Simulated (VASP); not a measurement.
```
TiO2
1.0
   -1.89510     1.89510     4.78124
    1.89510    -1.89510     4.78124
    1.89510     1.89510    -4.78124
Ti O
2 4
Cartesian
  0.00000   1.89510   2.39062
  0.00000   0.00000   9.56249
  0.00000   1.89510   0.40374
  0.00000   0.00000   7.57561
  0.00000   0.00000   1.98688
  0.00000   1.89510   4.37750
```

Method: r2SCAN meta-GGA, VASP's PBE PAW potentials (set 64) (plane waves; VASP). Settings: 520 eV cut-off, 9×9×9 Γ-centred mesh, tetrahedra with Blöchl corrections, potentials Ti_sv O.

Give the energies of bands 14 to 27 at the high-symmetry points, in eV from the valence-band maximum.

```csv
band,Γ,X,P,N,M,S,R
14,-3.89,-4.49,-4.44,-4.34,-3.80,-3.88,-4.69
15,-3.89,-4.34,-4.32,-3.78,-3.80,-3.85,-4.02
16,-3.52,-4.34,-4.32,-3.76,-3.80,-3.75,-4.02
17,-2.10,-3.84,-3.87,-3.51,-2.06,-3.04,-3.70
18,-2.10,-3.84,-3.87,-2.17,-2.06,-3.02,-3.70
19,-2.07,-2.72,-3.07,-2.11,-1.41,-2.23,-2.83
20,-0.83,-2.72,-3.07,-2.01,-1.41,-1.86,-2.83
21,-0.80,-2.09,-1.63,-1.96,-1.31,-1.24,-1.93
22,-0.80,-2.09,-1.63,-0.97,-1.31,-0.97,-1.93
23,-0.48,-0.05,-0.24,-0.89,-0.14,-0.92,-0.09
24,-0.48,-0.05,-0.24,-0.69,-0.14,-0.87,-0.09
25,2.52,3.71,3.93,3.63,2.87,3.60,3.68
26,3.24,3.71,3.93,3.92,2.87,3.88,3.68
27,4.39,4.17,3.97,3.94,4.17,3.93,4.12
```

The gap is indirect, 2.52 eV, from the valence maximum at (-0.44, 0.44, 0.00) to the conduction minimum at Γ.

The compound is TiO2 in the anatase structure, one of several forms; rutile is the usual stable one. It was relaxed first.
